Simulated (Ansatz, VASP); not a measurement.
## H2C5 (C(110) slab, H on both faces) in two plane-wave programs

One calculation is typed for both programs; each brings its own data sets. How far apart do they land? Of the first pair: The structure shown is the start of the Ansatz relaxation below; VASP solves that cell, so the two are compared at the walk's first step.

Calculated with Ansatz 0.2.0; plane waves, with VASP 6.6.1 beside it; single point at PBE with D3(BJ).

**1. The structure**

The cell holds 210 atoms: 150 C and 60 H. Cell: a = 12.611 Å, b = 10.701 Å, c = 16.824 Å, α = 90.0°, β = 90.0°, γ = 90.0°. It derives from C (diamond-structure). As first built, before any earlier steps moved the atoms (in the runner's words): diamond-structure C (a = 3.567 A), (110) slab of 5 atomic planes, 5 x 3 surface cells, H on the broken bonds of both faces; displaced by a Gaussian of 0.02 A. Vacuum lies along c. Nearest the centre at fractional (0.102, 0.497, 0.647): C49 at 0.00 Å, H169 at 1.18 Å, C48 at 1.48 Å, C50 at 1.49 Å, C30 at 1.56 Å, H170 at 2.17 Å, H162 at 2.20 Å, C27 at 2.43 Å.

**2. Ansatz: relaxation, PBE with D3(BJ)**

Ansatz runs on its PAW soft_1 files.

The two programs are compared at the cell with which this relaxation starts, whose forces are those of its first step.

The input, input.yaml:

```yaml
crystal:
  lattice:
    - [12.611249442462075, 0.0, 0.0]
    - [0.0, 10.701000000000002, 0.0]
    - [0.0, 0.0, 16.824462323407275]
  atoms:
    - { symbol: C, position: [0.9000508523627138, 0.1654788308336009, 0.3490073924471376] }
    - { symbol: C, position: [0.0011356142589637693, 0.08397587536040847, 0.35019263583121224] }
    - { symbol: C, position: [0.9996759118498837, 0.9998847542364948, 0.4257398198908415] }
    - { symbol: C, position: [0.9026085410304531, 0.2510537850474924, 0.42521672280947653] }
    - { symbol: C, position: [0.8975083227113309, 0.16807226127760555, 0.5014117804443317] }
    - { symbol: C, position: [0.9994989556211324, 0.08571005331642616, 0.5002908502101331] }
    - { symbol: C, position: [0.998816413161407, 0.0018900222356656087, 0.5749357485777287] }
    - { symbol: C, position: [0.89946743196476, 0.24785870498309234, 0.5763625098774964] }
    - { symbol: C, position: [0.9010999341788027, 0.16902126420616245, 0.6502978642635107] }
    - { symbol: C, position: [0.0005395910621578623, 0.08319167402766507, 0.6494300361162209] }
    - { symbol: C, position: [0.1004446141879468, 0.16602346826969103, 0.35211107395527674] }
    - { symbol: C, position: [0.19970163869914123, 0.08533872327629824, 0.35041095301364367] }
    - { symbol: C, position: [0.1993752816830903, 0.001736921408978128, 0.42562181120668324] }
    - { symbol: C, position: [0.10171530613269568, 0.24751923382127522, 0.4231961791865975] }
    - { symbol: C, position: [0.10172903702176096, 0.17061220269860775, 0.5014775431689147] }
    - { symbol: C, position: [0.19923596339911223, 0.08455392822689088, 0.4998129540228608] }
    - { symbol: C, position: [0.20267911844722405, 0.9995772647758516, 0.5753474993317572] }
    - { symbol: C, position: [0.10078337782546373, 0.25413373114648224, 0.5763443378661508] }
    - { symbol: C, position: [0.0985704822035043, 0.1681401753473866, 0.6514670135195584] }
    - { symbol: C, position: [0.20180397972869438, 0.08390976276169969, 0.6482106176858561] }
    - { symbol: C, position: [0.8999139148062795, 0.5007303249531027, 0.35003127128559713] }
    - { symbol: C, position: [0.0012946418433384555, 0.41677044329180274, 0.34951284282661865] }
    - { symbol: C, position: [0.9991289201968844, 0.3319094577304358, 0.42428453024607365] }
    - { symbol: C, position: [0.9012250358980611, 0.5867290628342685, 0.4237766508927165] }
    - { symbol: C, position: [0.9025840184821478, 0.49776169590226554, 0.49838339516330593] }
    - { symbol: C, position: [0.9984593964872552, 0.4180104290604027, 0.49931947393857595] }
    - { symbol: C, position: [0.0024793153843213865, 0.33865972103212894, 0.5751821310998576] }
    - { symbol: C, position: [0.9007458579643319, 0.5847780560186722, 0.5779477961316227] }
    - { symbol: C, position: [0.8981275127680529, 0.4963647088380593, 0.6487897781820032] }
    - { symbol: C, position: [0.9978840491175718, 0.4184212038549536, 0.6508818065186496] }
    - { symbol: C, position: [0.30266096457149017, 0.16652361207019065, 0.34951675804813437] }
    - { symbol: C, position: [0.39956215893876157, 0.08320700114446868, 0.35098542991368314] }
    - { symbol: C, position: [0.3984134551621261, 0.0012003603850951658, 0.42506394149689464] }
    - { symbol: C, position: [0.2994378114673115, 0.2499508744980631, 0.4234904873915682] }
    - { symbol: C, position: [0.29613788105234784, 0.16848995179192855, 0.4979800428947977] }
    - { symbol: C, position: [0.39957573491756726, 0.0845869187981865, 0.5010091734994105] }
    - { symbol: C, position: [0.39881848951203996, 0.0002583459436050193, 0.5730017534002367] }
    - { symbol: C, position: [0.29889921905017725, 0.25183823305364056, 0.5757490190880713] }
    - { symbol: C, position: [0.2988988797539926, 0.1683281106625456, 0.6497262536015874] }
    - { symbol: C, position: [0.3994821584166017, 0.08360346906011863, 0.6517127535631457] }
    - { symbol: C, position: [0.10133354515559301, 0.5003550795644495, 0.34745173546488706] }
    - { symbol: C, position: [0.19986818823821803, 0.418342108652285, 0.3500311357768868] }
    - { symbol: C, position: [0.2022476004941171, 0.3311475150021382, 0.42587518274966607] }
    - { symbol: C, position: [0.10037387082166206, 0.588814884402847, 0.42540756694876053] }
    - { symbol: C, position: [0.10137929439944093, 0.49996416443516994, 0.4996753799669593] }
    - { symbol: C, position: [0.1995628545807833, 0.4188339332500743, 0.5002177818764726] }
    - { symbol: C, position: [0.1994893881171797, 0.33522630083845245, 0.5747807672809663] }
    - { symbol: C, position: [0.10130546307771425, 0.5815515558391684, 0.5770769332227261] }
    - { symbol: C, position: [0.10168620286989712, 0.4974167022506368, 0.646624476152251] }
    - { symbol: C, position: [0.19792493166776803, 0.41728617969877546, 0.6488485354038972] }
    - { symbol: C, position: [0.8993121156235714, 0.8329809031010637, 0.3492112385590187] }
[... 56 lines left out ...]
    - { symbol: C, position: [0.5987730897337574, 0.33517086664049317, 0.5760521250125684] }
    - { symbol: C, position: [0.49807895080314896, 0.585812485730933, 0.5757253581246072] }
    - { symbol: C, position: [0.5015104515297321, 0.49984337016189706, 0.649882536451421] }
    - { symbol: C, position: [0.5970340659258899, 0.4164859043763103, 0.6491643273628294] }
    - { symbol: C, position: [0.30057745287344745, 0.8363507871403895, 0.3512126219255895] }
    - { symbol: C, position: [0.4009708921161111, 0.7505600614009189, 0.34855801979919177] }
    - { symbol: C, position: [0.40087284456002065, 0.6689474956063117, 0.4271533824531445] }
    - { symbol: C, position: [0.30096900034446444, 0.9159249857133763, 0.4223781557738487] }
    - { symbol: C, position: [0.2986521723321537, 0.83153827089647, 0.49911081089558135] }
    - { symbol: C, position: [0.3983928661656118, 0.7474753831877208, 0.5000138275220636] }
    - { symbol: C, position: [0.39600141160920915, 0.6721537630249782, 0.5753791851156104] }
    - { symbol: C, position: [0.3009610743767206, 0.9181897206338363, 0.5740831196619418] }
    - { symbol: C, position: [0.29784630988193667, 0.8327881191522692, 0.6492202454025644] }
    - { symbol: C, position: [0.40136013938826426, 0.7522137395467356, 0.6490283857844743] }
    - { symbol: C, position: [0.7002075669646511, 0.4966568510754847, 0.3496852947741406] }
    - { symbol: C, position: [0.8002429897685374, 0.41836797064598197, 0.34962586635085086] }
    - { symbol: C, position: [0.7986699002529647, 0.3317413820919003, 0.42511021141309063] }
    - { symbol: C, position: [0.6996520538726623, 0.5842429655467724, 0.426324652797347] }
    - { symbol: C, position: [0.6977353703466685, 0.5002105679901021, 0.5006689429285462] }
    - { symbol: C, position: [0.8015457865864586, 0.4175676999593584, 0.502578334237865] }
    - { symbol: C, position: [0.8003182069533441, 0.33146409776101693, 0.575014849591256] }
    - { symbol: C, position: [0.6990845822682508, 0.5840289623366737, 0.5753705603881581] }
    - { symbol: C, position: [0.6966511588369234, 0.49953254425539345, 0.6485944472472637] }
    - { symbol: C, position: [0.7991502879374174, 0.41579524929785405, 0.6493965093497892] }
    - { symbol: C, position: [0.49924892862626363, 0.8327218703364954, 0.3520949650290001] }
    - { symbol: C, position: [0.6000335263273233, 0.7491857792623831, 0.3501786521716255] }
    - { symbol: C, position: [0.6002640479982247, 0.6641926358523964, 0.42700043856386194] }
    - { symbol: C, position: [0.4983751810041832, 0.9175840927933893, 0.4249253703221654] }
    - { symbol: C, position: [0.497906202235795, 0.8346265504773791, 0.4996958805771627] }
    - { symbol: C, position: [0.6017453868735683, 0.7502149725364716, 0.49797311664309163] }
    - { symbol: C, position: [0.6013889034692597, 0.6668592342632683, 0.5754844712886614] }
    - { symbol: C, position: [0.4995092467024876, 0.9188302696840749, 0.5734309910577287] }
    - { symbol: C, position: [0.4991462631902729, 0.8376373967130353, 0.6485528692440673] }
    - { symbol: C, position: [0.6006649853300123, 0.7494087073118019, 0.6516791969907226] }
    - { symbol: C, position: [0.7004969432807103, 0.8339210079028331, 0.34939363344361757] }
    - { symbol: C, position: [0.7985691570363396, 0.7521424942973305, 0.3481200292922879] }
    - { symbol: C, position: [0.7973684248334587, 0.6679766548002736, 0.42499767812288947] }
    - { symbol: C, position: [0.6981836573057018, 0.9147289662754527, 0.425572667013111] }
    - { symbol: C, position: [0.7007818558031934, 0.8342827610585148, 0.49796489001083816] }
    - { symbol: C, position: [0.798740386751557, 0.7486030061498363, 0.49932158286728057] }
    - { symbol: C, position: [0.7989658478673005, 0.6662385955757075, 0.5751372048501773] }
    - { symbol: C, position: [0.6977428388233902, 0.9150372667400481, 0.5759736198228695] }
    - { symbol: C, position: [0.6992736851566539, 0.8362020841182245, 0.6504564242578854] }
    - { symbol: C, position: [0.8011278972071318, 0.7493793363377003, 0.6520210000340257] }
    - { symbol: H, position: [0.8986463416043491, 0.22745839843585935, 0.2997004160389193] }
    - { symbol: H, position: [0.9983177721437263, 0.02578820834976024, 0.2958144410081403] }
    - { symbol: H, position: [0.8993604838808968, 0.22777824126444887, 0.7023515599390338] }
    - { symbol: H, position: [0.9991725646649015, 0.02617113221738426, 0.7018312381882655] }
    - { symbol: H, position: [0.10071592298711299, 0.22233439097964283, 0.29874233019028756] }
    - { symbol: H, position: [0.19951764535471433, 0.026145128464248896, 0.29706326345290973] }
    - { symbol: H, position: [0.10062278806185046, 0.22726886537424998, 0.7031884906572196] }
    - { symbol: H, position: [0.20139504118071205, 0.02526127915364701, 0.7035611087906111] }
    - { symbol: H, position: [0.8990532069352513, 0.5634230243790965, 0.2967755635212687] }
    - { symbol: H, position: [0.9998404540140862, 0.3596027284201395, 0.30109062650959373] }
    - { symbol: H, position: [0.9000492036191046, 0.560937256292626, 0.7021214897651892] }
    - { symbol: H, position: [0.9962905007664539, 0.3601761231518504, 0.7039301784279073] }
    - { symbol: H, position: [0.3015824283207159, 0.22399415134705628, 0.29883840097581027] }
    - { symbol: H, position: [0.4022667722525408, 0.023221329757929003, 0.2975589008159183] }
    - { symbol: H, position: [0.2964835039131502, 0.22778662643046493, 0.7023463334683177] }
    - { symbol: H, position: [0.3992795048962014, 0.026033905910813285, 0.7016950818215907] }
    - { symbol: H, position: [0.10310736127677486, 0.5591207998699144, 0.296285603204998] }
    - { symbol: H, position: [0.20149378247624405, 0.3577206810081277, 0.2975572033844052] }
    - { symbol: H, position: [0.10194197268152116, 0.5620809856741572, 0.7031177020344237] }
    - { symbol: H, position: [0.20248548449210685, 0.3569421575251984, 0.7010380904903141] }
    - { symbol: H, position: [0.9020531411990078, 0.8927088213711912, 0.2962073421773251] }
    - { symbol: H, position: [0.0007849973274132513, 0.6888777600156849, 0.29798502703184926] }
    - { symbol: H, position: [0.8959676021844122, 0.8937063672405358, 0.7036451945913357] }
    - { symbol: H, position: [0.003102026197788147, 0.695070868348593, 0.7033318149411752] }
    - { symbol: H, position: [0.49910012613696225, 0.22463962916803693, 0.29465998188292275] }
    - { symbol: H, position: [0.600615753101664, 0.024548860084035295, 0.2971382590725237] }
    - { symbol: H, position: [0.4987032550606244, 0.22847988201804842, 0.700912139077887] }
    - { symbol: H, position: [0.5989584871942172, 0.022696349998228203, 0.7041180312494683] }
    - { symbol: H, position: [0.29979656199709515, 0.5582167111796715, 0.2990138457596003] }
    - { symbol: H, position: [0.40035437150665315, 0.357285473698656, 0.2983292333101915] }
    - { symbol: H, position: [0.29942507563394816, 0.5595757949789276, 0.7034206574680248] }
    - { symbol: H, position: [0.4010665671315129, 0.3621718449192324, 0.7026093340900756] }
    - { symbol: H, position: [0.10168267112753596, 0.894387852889023, 0.299305159580127] }
    - { symbol: H, position: [0.20150094033692267, 0.6926313292269283, 0.299008065709538] }
    - { symbol: H, position: [0.09951229983022716, 0.8920078160649114, 0.7021324413292332] }
    - { symbol: H, position: [0.1989222880816238, 0.6913303392698488, 0.7034184114491805] }
    - { symbol: H, position: [0.6976693178332602, 0.225687695123481, 0.2963286481255994] }
    - { symbol: H, position: [0.7976121367322081, 0.024606448837169833, 0.2977206737796959] }
    - { symbol: H, position: [0.6996866372617778, 0.22465294527594137, 0.703248921018731] }
    - { symbol: H, position: [0.7998233539072879, 0.02493267546735632, 0.7015154337111477] }
    - { symbol: H, position: [0.5011607440019814, 0.5578824422398119, 0.2970097953143019] }
    - { symbol: H, position: [0.6012150468869829, 0.35813804637171903, 0.2956935082018995] }
    - { symbol: H, position: [0.5017286548981211, 0.5613419038726968, 0.7050005075263381] }
    - { symbol: H, position: [0.5977124192498229, 0.3574307347789437, 0.7035034264052915] }
    - { symbol: H, position: [0.297736024288446, 0.8926640503795518, 0.2999109342649365] }
    - { symbol: H, position: [0.40081905254088157, 0.6902454574773964, 0.29736096333396134] }
    - { symbol: H, position: [0.29904817826099306, 0.89334533316485, 0.7027928456748097] }
    - { symbol: H, position: [0.4024522811596644, 0.6888978910931028, 0.7026266206769363] }
    - { symbol: H, position: [0.6988036660181915, 0.5621287186590206, 0.29757010235976616] }
    - { symbol: H, position: [0.8010849162343946, 0.3570345283357092, 0.297409261855414] }
    - { symbol: H, position: [0.6973219336658444, 0.5601596551814939, 0.7021341861289523] }
    - { symbol: H, position: [0.8011391384661689, 0.36230243252096367, 0.7027269626968006] }
    - { symbol: H, position: [0.5001755882605281, 0.8937384797592053, 0.29762335964488573] }
    - { symbol: H, position: [0.6026484953694013, 0.6909364487990691, 0.2973473869669025] }
    - { symbol: H, position: [0.5020665844705677, 0.8930290685574137, 0.7033496055951648] }
    - { symbol: H, position: [0.5984420003152232, 0.6928898743437953, 0.7040501622563159] }
    - { symbol: H, position: [0.7036560055556415, 0.8946415466846771, 0.3003105801255389] }
    - { symbol: H, position: [0.8003024550314491, 0.696929023354295, 0.29542006484748184] }
    - { symbol: H, position: [0.7011662313005849, 0.8907258815923876, 0.7026613146581846] }
    - { symbol: H, position: [0.8001575669428783, 0.6952532481148147, 0.7013897351223789] }
kpoints:
  mp_grid:
    grid: [1, 1, 1]
hamiltonian:
  xc: pbe
  dispersion: d3bj
  pseudopotentials:
    kind: paw
    xc_functional: pbe
    azcp:
      folder: "./paw"
scf:
  occupations:
    method: fermi_dirac
    width: 0.025
relax:
  f_tol: 0.05
  max_steps: 120
output:
  forces: true
```

Launch:

```
$ python defect.py
```

**3. VASP: single point, PBE with D3(BJ), start cell, pair 1**

The same cell, functional, mesh and smearing now go to VASP, with its own data sets.

Lines of VASP's logs that name or quote its potential files are left out, and so is its time.

The input, INCAR:

```
SYSTEM = H2C5
PREC = Accurate
ENCUT = 520
EDIFF = 1E-06
NELM = 120
ISMEAR = -1
SIGMA = 0.025
LREAL = Auto
ALGO = Normal
GGA = PE
IVDW = 12
NBANDS = 477
LORBIT = 11
LWAVE = .FALSE.
LCHARG = .FALSE.
ISIF = 2
LASPH = .TRUE.
GGA_COMPAT = .FALSE.
EFERMI = MIDGAP
```

The input, POSCAR:

```
H2C5
1.0
   12.6112490000      0.0000000000      0.0000000000
    0.0000000000     10.7010000000      0.0000000000
    0.0000000000      0.0000000000     16.8244620000
C H
150 60
Direct
    0.9000535950      0.1654798617      0.3490096741
    0.0011339083      0.0839734604      0.3501924757
[... 5 atom lines left out ...]
    0.8994668173      0.2478553406      0.5763631550
[... 6 atom lines left out ...]
    0.1017266410      0.1706102233      0.5014781453
[... 2 atom lines left out ...]
    0.1007830390      0.2541351276      0.5763453239
    0.0985707284      0.1681431642      0.6514680826
[... 5 atom lines left out ...]
    0.9025830828      0.4977572190      0.4983814638
    0.9984578054      0.4180076628      0.4993205726
    0.0024819112      0.3386599383      0.5751803535
    0.9007434553      0.5847771236      0.5779501300
    0.8981267438      0.4963648257      0.6487874620
    0.9978868865      0.4184188394      0.6508796537
[... 7 atom lines left out ...]
    0.2988998156      0.2518362770      0.5757509512
    0.2988998156      0.1683300626      0.6497265708
[... 3 atom lines left out ...]
    0.2022480089      0.3311466218      0.4258739447
    0.1003707087      0.5888141295      0.4254103341
    0.1013777462      0.4999626203      0.4996771962
    0.1995599326      0.4188300159      0.5002180753
    0.1994885677      0.3352303523      0.5747821238
    0.1013063813      0.5815531259      0.5770764022
    0.1016869939      0.4974208018      0.6466239455
    0.1979264702      0.4172881039      0.6488468992
[... 5 atom lines left out ...]
    0.0032510658      0.7500607420      0.4999981574
    0.0016334623      0.6673488459      0.5751268599
[... 2 atom lines left out ...]
    0.0007770840      0.7489393515      0.6509866408
[... 14 atom lines left out ...]
    0.2998989236      0.4993084758      0.4991006547
[... 2 atom lines left out ...]
    0.2991694161      0.5814222970      0.5756261329
    0.2979800018      0.5002242781      0.6491143669
    0.3983586400      0.4179329035      0.6492332415
[... 5 atom lines left out ...]
    0.1987749191      0.7512849266      0.5006281924
    0.1994806383      0.6667320811      0.5740272705
[... 1 atom line left out ...]
    0.0993874596      0.8361554995      0.6484130072
    0.2007096997      0.7508363704      0.6513848704
[... 39 atom lines left out ...]
    0.7991516146      0.4157929165      0.6493937221
[... 22 atom lines left out ...]
    0.8993637347      0.2277824502      0.7023523248
[... 3 atom lines left out ...]
    0.1006244504      0.2272684796      0.7031903903
[... 3 atom lines left out ...]
    0.9000456656      0.5609382301      0.7021205195
    0.9962930714      0.3601719465      0.7039274124
[... 2 atom lines left out ...]
    0.2964813398      0.2277824502      0.7023463811
[... 3 atom lines left out ...]
    0.1019407356      0.5620783104      0.7031190656
    0.2024858918      0.3569386039      0.7010387613
[... 3 atom lines left out ...]
    0.0031004066      0.6950752266      0.7033330397
[... 6 atom lines left out ...]
    0.2994231578      0.5595738716      0.7034221956
    0.4010705046      0.3621717596      0.7026079051
[... 2 atom lines left out ...]
    0.0995143304      0.8920100925      0.7021324070
    0.1989255783      0.6913279133      0.7034162519
[... 15 atom lines left out ...]
    0.8011419012      0.3623025885      0.7027267796
[... 7 atom lines left out ...]
    0.8001586520      0.6952527801      0.7013894412
```

The input, KPOINTS:

```
Automatic mesh
0
Gamma
1 1 1
0 0 0
```

Potentials, in the order of the species: C and H (PBE family, release 64).

Launch:

```
$ export OMP_NUM_THREADS=3
$ mpirun -np 1 vasp_gam
```

Output:

```text
[banner, memory and clock lines left out]
running    1 mpi-ranks, on    1 nodes
[...]
Offloading initialized ...    1 GPUs detected
[...]
LDA part: xc-table for (Slater+PW92), standard interpolation
 POSCAR, INCAR and KPOINTS ok, starting setup
[...]
entering main loop
       N       E                     dE             d eps       ncg     rms          rms(c)
DAV:   1     0.619136072632E+04    0.61914E+04   -0.34596E+05   970   0.131E+03
DAV:   2    -0.880249837660E+03   -0.70716E+04   -0.66755E+04  1356   0.324E+02
DAV:   3    -0.163430525622E+04   -0.75406E+03   -0.74643E+03  1204   0.108E+02
DAV:   4    -0.165967626887E+04   -0.25371E+02   -0.25274E+02  1292   0.220E+01
[...]
DAV:  21    -0.157438598053E+04   -0.54063E-05   -0.29604E-07   860   0.685E-04    0.333E-04
DAV:  22    -0.157438598179E+04   -0.12600E-05   -0.10167E-07   812   0.415E-04    0.169E-04
DAV:  23    -0.157438598194E+04   -0.14558E-06   -0.27680E-08   868   0.220E-04
   1 F= -.16000741E+04 E0= -.16000741E+04  d E =-.101151E-17
```

From OUTCAR (step 3):

```text
  FREE ENERGIE OF THE ION-ELECTRON SYSTEM (eV)
  ---------------------------------------------------
  free  energy   TOTEN  =     -1600.0740999675 eV

  energy  without entropy=    -1600.0740999675  energy(sigma->0) =    -1600.07409997
```

(Part 1 of 3 ends here.)

[Lines on the potential files, build, host, timing and source positions are cut from VASP's logs without a mark.]

[Logs are printed without paths, hosts, clocks, repeated set-up lines and the standing remarks that a program may print on its own settings, such as how far it seeks lower states.]

[Hosts, paths, dates, database ids (printed as entryN), source tags and the programs' standing remarks are cut or masked in the printed files.]
